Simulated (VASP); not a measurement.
Input:

```
AsB
1.0
    0.00000     2.50062     2.50062
    2.50062     0.00000     2.50062
    2.50062     2.50062     0.00000
B As
1 1
Direct
  0.00000   0.00000   0.00000
  0.25000   0.25000   0.25000
```

Computed with vdW-DF2, VASP's PBE PAW potentials (set 64) (plane waves; VASP). Settings: 520 eV cut-off, 9×9×9 Γ-centred mesh, Gaussian smearing of 0.050 eV, potentials B As.

**Question.** Give the stress tensor in GPa (positive for a compressed cell).

**Answer.** 
```
-5.80   0.00   0.00
 0.00  -5.80   0.00
 0.00   0.00  -5.80
```
The pressure is its mean diagonal, -5.80 GPa.

The compound is BAs in the zinc blende structure. This cell is one point of a volume scan, at 1.06 of the reference volume.
